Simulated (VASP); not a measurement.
Level of theory: PBE GGA, VASP's PBE PAW potentials (set 64) (plane waves; VASP).

Input for VASP

### POSCAR
```
Hf
1.0
  1.5974511430  -2.7668665040   0.0000000000
  1.5974511430   2.7668665040   0.0000000000
  0.0000000000   0.0000000000   5.0415661617
Hf
2
direct
  0.3333330000   0.6666670000   0.2500000000
  0.6666670000   0.3333330000   0.7500000000
```

INCAR:
```
SYSTEM=Hf
EDIFF=1E-5
NSW=20
LCHARG=.FALSE.
ISMEAR=1   # Methfessel-Paxton
SIGMA=0.1   # width (eV)
LMAXMIX=6   # l cut-off of mixed one-centre charges
IBRION=2
ALGO=Fast
ISIF=2   # forces and stress, cell fixed
NELMIN=4
LASPH=.TRUE.   # aspherical one-centre terms
EDIFFG=-0.03   # ionic stop
ENCUT=400   # plane-wave cut-off (eV)
PREC=Normal
NELM=100
LREAL=.FALSE.   # projection in real space or not
GGA=PE   # PBE
LWAVE=.FALSE.
```

### KPOINTS
```
Automatic mesh
0
Gamma
16 16 8
0 0 0
```

POTCAR, in this order: Hf (PBE.64 set). Program: vasp_std.

Unless said otherwise, spin-orbit coupling is left out, though it shifts the bands of the heavy elements here.

### Question
What does the run give for the energy per atom (σ→0), band gap (on the k-mesh)?

### Answer

```json
{
  "energy per atom (σ→0)": "-9.957 eV/atom",
  "band gap (on the k-mesh)": "none (metal, semimetal or under 0.01 eV)"
}
```

**OSZICAR**
```
...
RMM:   7    -0.199105220041E+02    0.27523E+00   -0.48882E-01  2441   0.460E+00    0.791E-01
RMM:   8    -0.199130742385E+02   -0.25522E-02   -0.44163E-02  2409   0.135E+00    0.318E-01
RMM:   9    -0.199137685300E+02   -0.69429E-03   -0.17132E-02  2488   0.797E-01    0.136E-01
RMM:  10    -0.199144114811E+02   -0.64295E-03   -0.28540E-03  2419   0.331E-01    0.273E-01
RMM:  11    -0.199142092978E+02    0.20218E-03   -0.16779E-03  2531   0.224E-01    0.529E-02
RMM:  12    -0.199142385906E+02   -0.29293E-04   -0.34939E-04  2612   0.853E-02    0.277E-02
RMM:  13    -0.199142428454E+02   -0.42548E-05   -0.45621E-05  2044   0.332E-02
   1 F= -.19914243E+02 E0= -.19914280E+02  d E =-.199142E+02
```

The compound is Hf in the hcp structure. It was relaxed first.
